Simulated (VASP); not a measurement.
Write the native input for VASP 6.6.1 that does the following.

| Property | Result |
| --- | --- |
| Task | single point |
| Functional | LDA |
| Potentials or basis | VASP PAW LDA potentials, release 64 (Ge_d, S, Hg) |
| Cutoff | 520 eV |
| k mesh | 4 × 4 × 4 |
| Occupations | gaussian, width 0.05 eV |
| Spin | no spin polarisation |
| Dipole correction | no |
| Further INCAR settings | ALGO = Normal; EDIFF = 1e-07; NBANDS = 36 |

The structure of Hg3GeS lies in POSCAR:

```
Hg3GeS
1.0
    5.7200000000      0.0000000000      0.0000000000
    0.0000000000      5.7200000000      0.0000000000
    0.0000000000      0.0000000000      5.7200000000
Ge S Hg
1 1 3
Direct
    0.0000000000      0.0000000000      0.0000000000
    0.5000000000      0.5000000000      0.5000000000
    0.5000000000      0.5000000000      0.0000000000
    0.5000000000      0.0000000000      0.5000000000
    0.0000000000      0.5000000000      0.5000000000
```

The cell comes from a database or a generator and needn't be the stable form of this composition.

One way to write it, as run:

INCAR

```
  PREC = Accurate
  ENCUT = 520
  EDIFF = 1E-7
  ISMEAR = 0
  SIGMA = 0.05
  LREAL = False
  LASPH = True
  NELM = 100
  ALGO = Normal
  ISIF = 2
  LWAVE = False
  LCHARG = True
  LELF = True
  LVHAR = True
  NBANDS = 36
```

KPOINTS

```
Automatic mesh
0
Gamma
  4 4 4
```

Potentials or basis: VASP PAW LDA potentials, release 64 (Ge_d, S, Hg).

Launch:

```bash
$ cat potpaw_LDA.64/Ge_d/POTCAR potpaw_LDA.64/S/POTCAR potpaw_LDA.64/Hg/POTCAR > POTCAR
$ mpirun -np 1 vasp_std > vasp.out
```

It gave:

| Property | Result |
| --- | --- |
| Pressure | -5.9 GPa |
| Band gap on the k mesh | none (metal or under the smearing width) |

Run time: 53 s on 1 thread of Intel(R) Xeon(R) 6975P-C (Granite Rapids), with other jobs on the host, peak memory 0.28 GiB.
